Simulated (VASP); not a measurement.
# In11NiP12 (a cell with a defect) in VASP: notebook

One crystal, In11NiP12 (a cell with a defect), is run at these levels: PBEsol+U; tasks: single point, relaxation of the atoms.

Program: VASP 6.6.1. These are calculated values, not measurements. Logs are shortened: lines on timing, memory, paths and dates and some standing lists are left out, and cuts for length are marked.

### 1 The crystal as given

The cell holds a defect, 24 atoms: a = 12.449 Å, b = 8.300 Å, c = 8.300 Å, α = 60.00°, β = 60.00°, γ = 60.00°.

### 2 Single point, PBEsol+U, collinear spin, ferromagnetic start

Contents of INCAR:

```
  ALGO = All
  EDIFF = 1E-5
  ENCUT = 350
  GGA = PS
  ISIF = 2
  ISMEAR = 0
  ISPIN = 2
  ISYM = 0
  KPAR = 2
  LASPH = True
  LCHARG = False
  LDAU = True
  LDAUJ = 0 0 0
  LDAUL = 2 -1 -1
  LDAUPRINT = 1
  LDAUTYPE = 2
  LDAUU = 5 0 0
  LMAXMIX = 4
  LORBIT = 11
  LREAL = Auto
  LWAVE = False
  MAGMOM = 3 0 0 0 0 0 0 0 0 0 0 0 0 0 0 0 0 0 0 0 0 0 0 0
  NBANDS = 128
  NELM = 120
  PREC = Accurate
  SIGMA = 0.03
```

Contents of KPOINTS:

```
k-points
0
Gamma
  2 2 2
```

Contents of POSCAR:

```
In11NiP12
1.0
    0.0000000000      8.8030500000      8.8030500000
    5.8687000000      0.0000000000      5.8687000000
    5.8687000000      5.8687000000      0.0000000000
Ni In P
1 11 12
Direct
    0.0000000000      0.0000000000      0.0000000000
    0.0000000000      0.0000000000      0.5000000000
    0.0000000000      0.5000000000      0.0000000000
    0.0000000000      0.5000000000      0.5000000000
    0.3333330000      0.0000000000      0.0000000000
    0.3333330000      0.0000000000      0.5000000000
    0.3333330000      0.5000000000      0.0000000000
    0.3333330000      0.5000000000      0.5000000000
    0.6666670000      0.0000000000      0.0000000000
    0.6666670000      0.0000000000      0.5000000000
    0.6666670000      0.5000000000      0.0000000000
    0.6666670000      0.5000000000      0.5000000000
    0.0833333333      0.1250000000      0.1250000000
    0.0833333333      0.1250000000      0.6250000000
    0.0833333333      0.6250000000      0.1250000000
    0.0833333333      0.6250000000      0.6250000000
    0.4166663333      0.1250000000      0.1250000000
    0.4166663333      0.1250000000      0.6250000000
    0.4166663333      0.6250000000      0.1250000000
    0.4166663333      0.6250000000      0.6250000000
    0.7500003333      0.1250000000      0.1250000000
    0.7500003333      0.1250000000      0.6250000000
    0.7500003333      0.6250000000      0.1250000000
    0.7500003333      0.6250000000      0.6250000000
```

Potentials or basis: VASP PAW PBE potentials, release 64 (Ni, In_d, P).

Run with:

```
cat potpaw_PBE.64/Ni/POTCAR potpaw_PBE.64/In_d/POTCAR potpaw_PBE.64/P/POTCAR > POTCAR
mpirun -np 4 vasp_std > vasp.out
```

OUTCAR:

```text
EDIFF = 1E-5
   ENCUT = 350
   GGA = PS
   ISIF = 2
   ISMEAR = 0
   ISPIN = 2
   ISYM = 0
   LASPH = True
   LORBIT = 11
   LREAL = Auto
   NELM = 120
   PREC = Accurate

 ion  position               nearest neighbor table
   1  0.000  0.000  0.000-  21 2.54  13 2.54  15 2.54  14 2.54
   2  0.000  0.000  0.500-  22 2.54  14 2.54  16 2.54  13 2.54
   3  0.000  0.500  0.000-  23 2.54  15 2.54  16 2.54  13 2.54
   4  0.000  0.500  0.500-  24 2.54  16 2.54  14 2.54  15 2.54
   5  0.333  0.000  0.000-  13 2.54  17 2.54  18 2.54  19 2.54
   6  0.333  0.000  0.500-  14 2.54  18 2.54  17 2.54  20 2.54
[... 16 lines left out ...]
  23  0.750  0.625  0.125-   3 2.54  11 2.54   9 2.54  12 2.54
  24  0.750  0.625  0.625-   4 2.54  12 2.54  11 2.54  10 2.54

IMPORTANT INFORMATION: All symmetrisations will be switched off!
NOSYMM: (Re-)initialisation of all symmetry stuff for point group C_1.

----------------------------------------------------------------------------------------

                                     Primitive cell

  volume of cell :     606.3830

  direct lattice vectors                    reciprocal lattice vectors
     0.000000000  8.803050000  8.803050000    -0.056798496  0.056798496  0.056798496
     5.868700000  0.000000000  5.868700000     0.085197744 -0.085197744  0.085197744
     5.868700000  5.868700000  0.000000000     0.085197744  0.085197744 -0.085197744

  length of vectors
    12.449392700  8.299595133  8.299595133     0.098377881  0.147566821  0.147566821

  position of ions in fractional coordinates (direct lattice)
     0.000000000  0.000000000  0.000000000
     0.000000000  0.000000000  0.500000000
     0.000000000  0.500000000  0.000000000
     0.000000000  0.500000000  0.500000000
     0.333333000  0.000000000  0.000000000
     0.333333000  0.000000000  0.500000000
[... 16 lines left out ...]
     0.750000333  0.625000000  0.125000000
     0.750000333  0.625000000  0.625000000

  ion indices of the primitive-cell ions
   primitive index   ion index
                 1           1
                 2           2
                 3           3
                 4           4
                 5           5
                 6           6
[... 16 lines left out ...]
                23          23
                24          24

----------------------------------------------------------------------------------------

 KPOINTS: k-points

Automatic generation of k-mesh.
 Grid dimensions read from file:
 generate k-points for:    2    2    2

 Generating k-lattice:

  Cartesian coordinates                     Fractional coordinates (reciprocal lattice)
    -0.028399248  0.028399248  0.028399248     0.500000000  0.000000000  0.000000000
     0.042598872 -0.042598872  0.042598872     0.000000000  0.500000000  0.000000000
     0.042598872  0.042598872 -0.042598872     0.000000000  0.000000000  0.500000000

  Length of vectors
     0.049188940  0.073783411  0.073783411

  Shift w.r.t. Gamma in fractional coordinates (k-lattice)
     0.000000000  0.000000000  0.000000000

 Subroutine IBZKPT returns following result:
 ===========================================

 Found      8 irreducible k-points:

 Following reciprocal coordinates:
            Coordinates               Weight
  0.000000  0.000000  0.000000      1.000000
  0.500000  0.000000  0.000000      1.000000
  0.000000  0.500000  0.000000      1.000000
  0.000000  0.000000  0.500000      1.000000
  0.500000  0.000000  0.500000      1.000000
  0.500000  0.500000  0.000000      1.000000
  0.000000  0.500000  0.500000      1.000000
  0.500000  0.500000  0.500000      1.000000
   k-points           NKPTS =      8   k-points in BZ     NKDIM =      8   number of bands    NBANDS=    128
   number of dos      NEDOS =    301   number of ions     NIONS =     24
   total plane-waves  NPLWV = 233280
   dimension x,y,z NGX =    80 NGY =   54 NGZ =   54
   dimension x,y,z NGXF=   160 NGYF=  108 NGZF=  108
   ions per type =               1  11  12
   NGX,Y,Z   is equivalent  to a cutoff of  10.68, 10.82, 10.82 a.u.
   NGXF,Y,Z  is equivalent  to a cutoff of  21.37, 21.63, 21.63 a.u.
 SYSTEM =  unknown system
[... 23 lines left out ...]
   EFERMI =   0.00;   METHOD = LEGACY
   ISMEAR =     0;   SIGMA  =   0.03  broadening in eV -4-tet -1-fermi 0-gaus
   EFERMI_NEDOS =   21; number of points for ismear=-14 and -15
   IALGO  =     58    algorithm
   IMIX   =      4    mixing-type and parameters
     AMIX     =   0.40;   BMIX     =  1.00
     AMIX_MAG =   1.60;   BMIX_MAG =  1.00
  volume/ion in A,a.u.               =      25.27       170.50
  Fermi-wavevector in a.u.,A,eV,Ry     =   1.155099  2.182820 18.153609  1.334253
  Thomas-Fermi vector in A             =   2.291730
   LORBIT       =     11    0 simple, 1 ext, 2 COOP (PROOUT), +10 PAW based schemes
 LDA+U is selected, type is set to LDAUTYPE =  2
   angular momentum for each species LDAUL =     2   -1   -1
   U (eV)           for each species LDAUU =   5.0  0.0  0.0
   J (eV)           for each species LDAUJ =   0.0  0.0  0.0
   GGA     = PS    functional components
   LHFCALC =     F    Hartree Fock is set to
   AEXX    =    0.0000 exact exchange contribution
   IVDW    =     0    specifies the selected vdW correction
   LEPSILON=     F    determine dielectric tensor
   LRPA    =     F    only Hartree local field effects (RPA)
 spin polarized calculation
 Gauss-broadening in eV      SIGMA  =   0.03
  energy-cutoff  :      350.00
  volume of cell :      606.38
 maximum number of plane-waves:      9035
 NGX is ok and might be reduce to    80
   NGX = 37   NGY = 25   NGZ = 25

atom =   1  type =  1  l = 2

 onsite density matrix

spin component  1

  0.9505 -0.0065  0.0030  0.0068 -0.0001
 -0.0065  0.9501  0.0015 -0.0065 -0.0026
  0.0030  0.0015  0.9516 -0.0015 -0.0000
  0.0068 -0.0065 -0.0015  0.9506 -0.0027
 -0.0001 -0.0026 -0.0000 -0.0027  0.9516

spin component  2

  0.5602  0.2329  0.0155 -0.2500  0.0073
  0.2329  0.5728  0.0099  0.2363 -0.0234
  0.0155  0.0099  0.9436 -0.0083  0.0001
 -0.2500  0.2363 -0.0083  0.5575 -0.0063
  0.0073 -0.0234  0.0001 -0.0063  0.9432

 occupancies and eigenvectors

  o =  0.0836  v =  0.0000  0.0000  0.0000  0.0000  0.0000  0.5826 -0.5617  0.0016  0.5872 -0.0159      0.0000  0.0000  0.0000  0.0000  0.0000  0.0000  0.0000  0.0000  0.0000  0.0000
  o =  0.7945  v =  0.0000  0.0000  0.0000  0.0000  0.0000  0.4642  0.8128 -0.0844  0.3204  0.1186      0.0000  0.0000  0.0000  0.0000  0.0000  0.0000  0.0000  0.0000  0.0000  0.0000
  o =  0.8062  v =  0.0000  0.0000  0.0000  0.0000  0.0000  0.6574 -0.0850 -0.1124 -0.7355 -0.0834      0.0000  0.0000  0.0000  0.0000  0.0000  0.0000  0.0000  0.0000  0.0000  0.0000
  o =  0.9423  v = -0.7143 -0.5703  0.3520  0.1630 -0.1187  0.0000  0.0000  0.0000  0.0000  0.0000      0.0000  0.0000  0.0000  0.0000  0.0000  0.0000  0.0000  0.0000  0.0000  0.0000
  o =  0.9423  v = -0.2422  0.5097  0.1141  0.7355  0.3570  0.0000  0.0000  0.0000  0.0000  0.0000      0.0000  0.0000  0.0000  0.0000  0.0000  0.0000  0.0000  0.0000  0.0000  0.0000
  o =  0.9464  v =  0.0000  0.0000  0.0000  0.0000  0.0000 -0.1006  0.0095 -0.8372  0.0968 -0.5288      0.0000  0.0000  0.0000  0.0000  0.0000  0.0000  0.0000  0.0000  0.0000  0.0000
  o =  0.9466  v =  0.0000  0.0000  0.0000  0.0000  0.0000  0.0528  0.1284  0.5286  0.0464 -0.8362      0.0000  0.0000  0.0000  0.0000  0.0000  0.0000  0.0000  0.0000  0.0000  0.0000
  o =  0.9531  v =  0.2686  0.0052  0.8191 -0.2549  0.4380  0.0000  0.0000  0.0000  0.0000  0.0000      0.0000  0.0000  0.0000  0.0000  0.0000  0.0000  0.0000  0.0000  0.0000  0.0000
  o =  0.9532  v = -0.1305 -0.3197 -0.4383 -0.1496  0.8163  0.0000  0.0000  0.0000  0.0000  0.0000      0.0000  0.0000  0.0000  0.0000  0.0000  0.0000  0.0000  0.0000  0.0000  0.0000
  o =  0.9636  v = -0.5848  0.5592 -0.0032 -0.5874  0.0161  0.0000  0.0000  0.0000  0.0000  0.0000      0.0000  0.0000  0.0000  0.0000  0.0000  0.0000  0.0000  0.0000  0.0000  0.0000

 number of electron     213.0000068 magnetization       1.7474272

 Free energy of the ion-electron system (eV)
  ---------------------------------------------------
  ext. energy  EPLUGINS =         0.00000000
  ---------------------------------------------------
  free energy    TOTEN  =      -107.39707900 eV

  energy without entropy =     -107.39692480  energy(sigma->0) =     -107.39700190

 E-fermi :   4.6726     XC(G=0):  -9.4034

 val. band max:        4.6152225262   @ k =   0.0000   0.0000   0.5000
 cond. band min:       4.7219301303   @ k =   0.0000   0.0000   0.0000
 fundamental gap:      0.1067076041
 Fermi energy:         4.6725698892

 spin component 1

 k-point     1 :       0.0000    0.0000    0.0000
  band No.  band energies     occupation
      1      -9.5597      1.00000
      2      -9.5568      1.00000
      3      -9.5363      1.00000
      4      -9.5204      1.00000
      5      -9.5093      1.00000
      6      -9.4977      1.00000
[... 957 lines left out ...]
    117       7.8421      0.00000
    118       8.2604      0.00000
 Fermi energy:         4.6725698892

 spin component 2

 k-point     1 :       0.0000    0.0000    0.0000
  band No.  band energies     occupation
      1      -9.5589      1.00000
      2      -9.5560      1.00000
      3      -9.5353      1.00000
      4      -9.5192      1.00000
      5      -9.5072      1.00000
      6      -9.4963      1.00000
[... 957 lines left out ...]
    117       7.9417      0.00000
    118       8.3118      0.00000
 [bands above 118 left out]

------------------------ aborting loop because EDIFF is reached ----------------------------------------

  FORCE on cell =-STRESS in cart. coord.  units (eV):
  Direction    XX          YY          ZZ          XY          YZ          ZX
  --------------------------------------------------------------------------------------
  -------------------------------------------------------------------------------------
  Total       -4.9340087     -4.8107047     -4.8122198      0.0487035      0.0431135      0.0484489
  in kB      -13.0365751    -12.7107828    -12.7147861      0.1286838      0.1139141      0.1280111
  external PRESSURE =     -12.8207147 kB  Pullay stress =       0.0000000 kB

 VOLUME and BASIS-vectors are now :
 -----------------------------------------------------------------------------
  energy-cutoff  :      350.00
  volume of cell :      606.38
      direct lattice vectors                 reciprocal lattice vectors
     0.000000000  8.803050000  8.803050000    -0.056798496  0.056798496  0.056798496
     5.868700000  0.000000000  5.868700000     0.085197744 -0.085197744  0.085197744
     5.868700000  5.868700000  0.000000000     0.085197744  0.085197744 -0.085197744

 POSITION                                       TOTAL-FORCE (eV/Angst)
 -----------------------------------------------------------------------------------
      0.00000      0.00000      0.00000        -0.038217      0.039837      0.040039
      2.93435      2.93435      0.00000         0.018281     -0.046837      0.029905
      2.93435      0.00000      2.93435         0.018941      0.030315     -0.046561
      5.86870      2.93435      2.93435        -0.030202     -0.031777     -0.031300
      0.00000      2.93435      2.93435         0.101071     -0.085911     -0.086286
      2.93435      5.86870      2.93435         0.076613     -0.099670     -0.042429
[... 16 lines left out ...]
      4.40152      7.33588     10.27023        -0.015455     -0.015039      0.025504
      7.33587     10.27023     10.27023         0.024100      0.016138      0.016505
 -----------------------------------------------------------------------------------
    total drift:                                0.035120      0.003068      0.003408

  FREE ENERGIE OF THE ION-ELECTRON SYSTEM (eV)
  ---------------------------------------------------
  free  energy   TOTEN  =      -107.3970789975 eV

  energy  without entropy=     -107.3969234752  energy(sigma->0) =     -107.39700124

 total charge

# of ion       s       p       d       tot
------------------------------------------
    1        0.373   0.276   8.310   8.959
    2        0.830   0.770   9.894  11.494
    3        0.830   0.770   9.894  11.494
    4        0.830   0.769   9.894  11.493
    5        0.827   0.778   9.895  11.501
    6        0.825   0.776   9.896  11.498
[... 16 lines left out ...]
   23        1.024   1.481   0.000   2.505
   24        1.024   1.481   0.000   2.505
--------------------------------------------------
tot         21.822  26.323 117.167 165.311

 magnetization (x)

# of ion       s       p       d       tot
------------------------------------------
    1        0.007   0.033   1.177   1.218
    2       -0.002   0.004   0.002   0.004
    3       -0.002   0.004   0.002   0.004
    4       -0.002   0.004   0.002   0.004
    5        0.001   0.001   0.001   0.003
    6        0.000   0.000   0.001   0.002
[... 16 lines left out ...]
   23       -0.000  -0.001   0.000  -0.001
   24       -0.000  -0.000   0.000  -0.000
--------------------------------------------------
tot          0.016   0.255   1.188   1.459
```

Wall time 21 min (4 MPI ranks of Intel Xeon Platinum 8488C (Sapphire Rapids), shared host); peak memory 0.88 GiB.

Results:

```yaml
Free_energy: -107.3971 eV
Pressure: -1.3 GPa
Largest_force: 1.186 eV/Å
Band_gap_on_the_k_mesh: none (metal or under the smearing width)
Net_moment: 1.75 μB per cell
Site_moments: Ni +1.22; In +0.00; P +0.07, -0.01, +0.01, +0.00, -0.00 μB
Valence_electrons_inside_the_program's_atomic_spheres: Ni 8.96; In 11.49, 11.50; P 2.46, 2.50, 2.48
```

Forces in eV/Å, atoms in the order of the input:
```
Ni  -0.038  0.040  0.040
In   0.018 -0.047  0.030
In   0.019  0.030 -0.047
In  -0.030 -0.032 -0.031
In   0.101 -0.086 -0.086
In   0.077 -0.100 -0.042
In   0.077 -0.042 -0.100
In  -0.041 -0.002 -0.002
In   0.192  0.146  0.146
In  -0.155 -0.189  0.162
In  -0.155  0.162 -0.189
In  -0.032  0.019  0.019
P   -0.715 -0.668 -0.670
P    0.659  0.730 -0.656
P    0.662 -0.657  0.733
P    0.016 -0.001 -0.001
P   -0.087  0.003  0.003
P    0.063  0.030 -0.054
P    0.063 -0.054  0.030
P   -0.008  0.009  0.009
P   -0.678  0.682  0.680
P   -0.016  0.025 -0.015
P   -0.015 -0.015  0.026
P    0.024  0.016  0.017
```

Levels at points of the mesh, in eV from the Fermi level:
Spin up:
```csv
k point,band 106,band 107,band 108,band 109,band 110,band 111
"(0.00, 0.00, 0.00)",0.29,0.32,0.33,0.82,1.57,1.64
"(0.50, 0.00, 0.00)",-0.12,0.15,0.15,1.55,1.62,1.84
"(0.00, 0.50, 0.00)",-0.45,-0.08,-0.06,1.80,2.04,2.52
"(0.00, 0.00, 0.50)",-0.45,-0.08,-0.06,1.80,2.04,2.52
"(0.50, 0.00, 0.50)",-0.55,-0.48,-0.18,2.56,2.57,2.70
"(0.50, 0.50, 0.00)",-0.55,-0.48,-0.18,2.56,2.57,2.70
"(0.00, 0.50, 0.50)",-0.41,-0.38,-0.06,2.22,2.34,2.54
"(0.50, 0.50, 0.50)",-0.52,-0.24,-0.22,2.32,2.42,2.56
```
Spin down:
```tsv
k point	band 104	band 105	band 106	band 107	band 108	band 109
(0.00, 0.00, 0.00)	-0.18	0.05	0.61	0.63	0.84	1.60
(0.50, 0.00, 0.00)	-0.12	-0.12	0.53	0.54	1.49	1.62
(0.00, 0.50, 0.00)	-0.44	-0.42	-0.23	0.30	1.81	2.06
(0.00, 0.00, 0.50)	-0.44	-0.42	-0.23	0.31	1.81	2.06
(0.50, 0.00, 0.50)	-0.82	-0.52	-0.51	0.24	2.07	2.57
(0.50, 0.50, 0.00)	-0.82	-0.52	-0.51	0.23	2.07	2.57
(0.00, 0.50, 0.50)	-0.74	-0.37	-0.34	0.29	2.03	2.33
(0.50, 0.50, 0.50)	-0.59	-0.51	-0.43	0.20	2.02	2.43
```

Eigenvalues of the final occupation matrices:
| site | spin | trace | eigenvalues |
| --- | --- | --- | --- |
| site 1 d | 1 | 4.75 | 0.94 0.94 0.95 0.95 0.96 |
| site 1 d | 2 | 3.58 | 0.08 0.79 0.81 0.95 0.95 |

Caveat: the k mesh is coarse (spacing up to 0.46 Å⁻¹), so the values aren't converged; the PAW data sets were made with another functional, which shifts forces and pressure a little; the U is typed as a test and isn't derived for this compound.

### 3 Single point, PBEsol+U, collinear spin, ferromagnetic start

Changes to INCAR since step 2:

```diff
@@ -1,2 +1,2 @@
-  ALGO = All
+  ALGO = Normal
   EDIFF = 1E-5
@@ -7,3 +7,2 @@
   ISPIN = 2
-  ISYM = 0
   KPAR = 2
@@ -24,2 +23,3 @@
   NELM = 120
+  NUPDOWN = 3
   PREC = Accurate
```

KPOINTS is that of step 2.

POSCAR is that of step 2.

Potentials or basis: VASP PAW PBE potentials, release 64 (Ni, In_d, P).

Run with:

```
cat potpaw_PBE.64/Ni/POTCAR potpaw_PBE.64/In_d/POTCAR potpaw_PBE.64/P/POTCAR > POTCAR
mpirun -np 4 vasp_std > vasp.out
```

Wall time 25 min (4 MPI ranks of Intel Xeon Platinum 8488C (Sapphire Rapids), shared host); peak memory 0.55 GiB.

It converged, with:

| Quantity | Value |
| --- | --- |
| Free energy | -107.1477 eV |
| Pressure | -1.2 GPa |
| Largest force | 1.198 eV/Å |
| Net moment | 3.00 μB per cell |
| Site moments | Ni +1.36; In +0.01, +0.00; P +0.16, +0.14, +0.01, +0.06, +0.03, +0.02, +0.07 μB |
| Valence electrons inside the program's atomic spheres | Ni 8.94; In 11.49, 11.50; P 2.46, 2.47, 2.51, 2.50, 2.48 |

Forces in eV/Å, atoms in the order of the input:
```
Ni  -0.057  0.080  0.080
In  -0.028  0.055  0.134
In  -0.028  0.134  0.055
In  -0.141  0.034  0.034
In   0.104 -0.121 -0.121
In   0.134 -0.144 -0.107
In   0.134 -0.107 -0.144
In   0.019 -0.056 -0.056
In   0.158  0.138  0.138
In  -0.106 -0.211  0.111
In  -0.106  0.111 -0.211
In   0.010 -0.025 -0.025
P   -0.676 -0.699 -0.699
P    0.605  0.696 -0.629
P    0.605 -0.629  0.696
P    0.029 -0.018 -0.018
P   -0.074  0.015  0.015
P    0.014  0.067 -0.008
P    0.014 -0.008  0.067
P   -0.052  0.060  0.060
P   -0.575  0.641  0.641
P   -0.006  0.001 -0.029
P   -0.006 -0.029  0.001
P    0.034  0.015  0.015
```

Stress tensor (GPa, compression positive):
```
-1.19  0.01  0.01
 0.01 -1.27 -0.11
 0.01 -0.11 -1.27
```

Eigenvalues of the final occupation matrices:
```
    site  spin  trace               eigenvalues
site 1 d     1   4.80  0.95 0.95 0.96 0.96 0.97
site 1 d     2   3.50  0.08 0.75 0.78 0.95 0.95
```

Caveat: the k mesh is coarse (spacing up to 0.46 Å⁻¹), so the values aren't converged; the PAW data sets were made with another functional, which shifts forces and pressure a little; the total moment is fixed, so each spin has its own Fermi level; the U is typed as a test and isn't derived for this compound.

(Continued in part 2 of 2.)
